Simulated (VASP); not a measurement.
Here is the system:

```yaml
crystal:
  lattice:
    - [0.00000, 2.00169, 2.00169]
    - [2.00169, 0.00000, 2.00169]
    - [2.00169, 2.00169, 0.00000]
  atoms:
    - { symbol: Al, position: [0.00000, 0.00000, 0.00000] }
```

Computed with AM05 GGA, VASP's PBE PAW potentials (set 64) (plane waves; VASP). Run with 520 eV cut-off, Gaussian smearing of 0.050 eV, potentials Al.

### Question
What does the run give for the band gap (along the path) with the smallest direct gap where there is one?

### Answer

- band gap (along the path) = none (metal, semimetal or under 0.01 eV)

Total energies compare only between runs with the same potentials, cut-off and functional.

The compound is Al in the fcc structure. It was relaxed first.
